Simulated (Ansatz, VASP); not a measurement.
## Two plane-wave programs on LiB8

```
Li B
1.0
     5.85730    0.00000    0.00000
    -2.92865    5.07257    0.00000
     0.00000    0.00000    2.53297
Li B
1 8
Cartesian
  0.0000 0.0000 1.2665
  1.4643 4.2271 2.3665
  2.9286 1.6909 2.3665
  -1.4643 4.2271 2.3665
  0.0000 1.6909 2.3665
  2.9286 3.3817 0.1665
  4.3930 0.8454 0.1665
  0.0000 3.3817 0.1665
  1.4643 0.8454 0.1665
```

Alike in both runs: task single point; functional PBE; dispersion D3(BJ); k mesh 3 × 3 × 6; occupations gaussian, width 0.1 eV; no spin polarisation.

```csv
,VASP,Ansatz
version,VASP 6.6.1,Ansatz 0.2.0
potentials or method,"VASP PAW PBE potentials, release 64 (Li_sv, B)","scalar-relativistic, plane waves, PAW"
plane-wave cutoff (eV),520,420
valence electrons in the cell,27,27
```

```tsv
	VASP	Ansatz	Ansatz less VASP
gap on the k mesh at the Fermi level (eV)	none	none	-
rms of the force components (eV/Å)	1.013	1.007	-0.0062
```

Atom by atom the forces differ by 0.010 eV/Å (rms over components). A gap of «none» marks a metal or a gap that the smearing closes.

Caveats: the k mesh is coarse (spacing up to 0.41 Å⁻¹), so the values aren't converged; forces of over 1 eV/Å show positions far from the minimum, so gaps and moduli don't describe the material at rest.
